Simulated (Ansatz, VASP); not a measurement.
## Two plane-wave programs on Na2TlF

```
Tl F Na
1.0
     1.91885    3.32355    0.00000
    -1.91885    3.32355    0.00000
     0.00000   -2.21570    6.81744
Tl F Na
1 1 2
Direct
  0.50000 0.50000 0.50000
  0.00000 0.00000 0.00000
  0.26240 0.26240 0.78720
  0.73760 0.73760 0.21280
```

The cell was built by a generator and needn't be a form met in nature.

Alike in both runs: task single point; functional PBE; k mesh 6 × 6 × 6; no spin polarisation.

```csv
,VASP,Ansatz
version,VASP 6.6.1,Ansatz 0.2.0
potentials or method,"VASP PAW PBE potentials, release 64 (Tl_d, F, Na_pv)",PAW plane waves
plane-wave cutoff (eV),520,420
occupations,"methfessel-paxton of order 1, width 0.0714 eV","cold, width 0.0714 eV"
valence electrons in the cell,34,38
```

Ansatz gave:

* gap on the k mesh at the Fermi level (eV): none
* pressure (GPa): 1.3
* largest component of the traceless stress (GPa): 3.95
* rms of the force components (eV/Å): 0.538

Task: Which values does VASP return?

Result: gap on the k mesh at the Fermi level (eV): none; pressure (GPa): 1.3; largest component of the traceless stress (GPa): 3.98; rms of the force components (eV/Å): 0.538.

Atom by atom the forces differ by 0.001 eV/Å (rms over components). A gap of «none» marks a metal or a gap that the smearing closes. The two sets of potentials don't hold the same shells in valence. Ansatz warned: «structure_snapped_to_symmetry».

Caveats: forces of over 1 eV/Å show positions far from the minimum, so gaps and moduli don't describe the material at rest. The runs have no spin-orbit coupling, so splittings on Tl are missing.
